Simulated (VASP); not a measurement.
```xyz
6
Lattice="1.5893 -2.7528 0.0000 1.5893 2.7528 0.0000 0.0000 0.0000 12.7664" Properties=species:S:1:pos:R:3 pbc="T T T"
W      1.5893     0.9176     3.1916
W      1.5893    -0.9176     9.5748
S      1.5893     0.9176    11.1579
S      1.5893    -0.9176     4.7747
S      1.5893    -0.9176     1.6085
S      1.5893     0.9176     7.9917
```

Method: PBEsol GGA, VASP's PBE PAW potentials (set 64) (plane waves; VASP 6.6.1). Settings: 520 eV cut-off, 8×8×2 Γ-centred mesh, Gaussian smearing of 0.050 eV, potentials W_sv S.

Without a dispersion term in the relaxation, distances and binding between the weakly bound layers, chains or molecules are unreliable, and so is what depends on them.

The ions and cell shape at fixed volume are relaxed. Give the cell that the relaxation ends in.

```xyz
6
Lattice="1.5754 -2.7286 0.0000 1.5754 2.7286 0.0000 0.0000 0.0000 12.9939" Properties=species:S:1:pos:R:3 pbc="T T T"
W      1.5754     0.9095     3.2485
W      1.5754    -0.9095     9.7454
S      1.5754     0.9095    11.3128
S      1.5754    -0.9095     4.8159
S      1.5754    -0.9095     1.6810
S      1.5754     0.9095     8.1780
```
Space group P6_3/mmc (194), at a tolerance of 0.03 Å.

How much energy does the relaxation gain?

The energy (σ→0) changes by -7.3 meV/atom, in 9 ionic steps.

The compound is WS2 in the 2H layered structure. This cell is one point of a volume scan, at 1.03 of the reference volume. Symmetry was kept, so distortions that lower it aren't found.
